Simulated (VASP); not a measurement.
Data:

```
CELL_PARAMETERS angstrom
      0.00000     1.79520     1.79520
      1.79520     0.00000     1.79520
      1.79520     1.79520     0.00000
ATOMIC_POSITIONS crystal
  Ni 0.00000 0.00000 0.00000
```
Starting moments (μB, in the order of the record's atoms Ni): 0.8.

The numbers are results of PBE GGA, VASP's PBE PAW potentials (set 64) (plane waves; VASP), not measurements. Numerical set-up: 400 eV cut-off, KSPACING 0.6 per Å, first-order Methfessel-Paxton smearing of 0.10 eV, potentials Ni.

Question: Give the stress tensor in GPa (positive for a compressed cell).

Answer: 
```
-11.72    0.00    0.00
  0.00  -11.72    0.00
  0.00    0.00  -11.72
```
The pressure is its mean diagonal, -11.72 GPa.

The compound is Ni in the fcc structure. The cell was not relaxed at this level. The run is one of a series of settings (KGAMMA = .TRUE., KSPACING = 0.6, KPOINTS file removed against the base run), some of them coarse on purpose.
